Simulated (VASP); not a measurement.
The system is Cu.

```
Cu
1.0
     0.00000    1.78500    1.78500
     1.78500    0.00000    1.78500
     1.78500    1.78500    0.00000
Cu
1
Direct
  0.00000 0.00000 0.00000
```

The cell was built by a generator and needn't be a form met in nature.

* Program: VASP 6.6.1
* Task: relaxation of cell and atoms
* Functional: revPBE
* Dispersion: D3(BJ)
* Potentials or basis: VASP PAW PBE potentials, release 64 (Cu)
* Cutoff: 600 eV
* k mesh: 20 × 20 × 20
* Occupations: methfessel-paxton, width 0.1 eV
* Spin: no spin polarisation

At the start: pressure -4.4 GPa; volume 11.37 Å³/atom.

Q: How do energy, volume and symmetry change on relaxing?

A: Over 6 steps the energy falls by 5.4 meV/atom and the volume is 11.04 Å³/atom (-3.0 %); space group Fm-3m (No. 225, to 0.05 Å).

Step by step:
| step | energy change (eV) | largest force (eV/Å) | pressure (GPa) | volume (Å³) |
| --- | --- | --- | --- | --- |
| 1 | 0.0000 | 0.0000 | -4.41 | 11.37 |
| 2 | -0.0039 | 0.0000 | 2.99 | 10.87 |
| 3 | -0.0054 | 0.0000 | -0.10 | 11.03 |
| 4 | -0.0053 | 0.0000 | 0.50 | 11.02 |
| 5 | -0.0053 | 0.0000 | -0.65 | 11.07 |
| 6 | -0.0054 | 0.0000 | 0.04 | 11.04 |

Final structure:
```
CELL_PARAMETERS angstrom
0.00000 1.76720 1.76720
1.76720 0.00000 1.76720
1.76720 1.76720 0.00000
ATOMIC_POSITIONS crystal
Cu 0.00000 0.00000 0.00000
```

Caveat: the PAW data sets were made with another functional, which shifts forces and pressure a little; pairwise dispersion overbinds metals, which lowers pressure and volume.
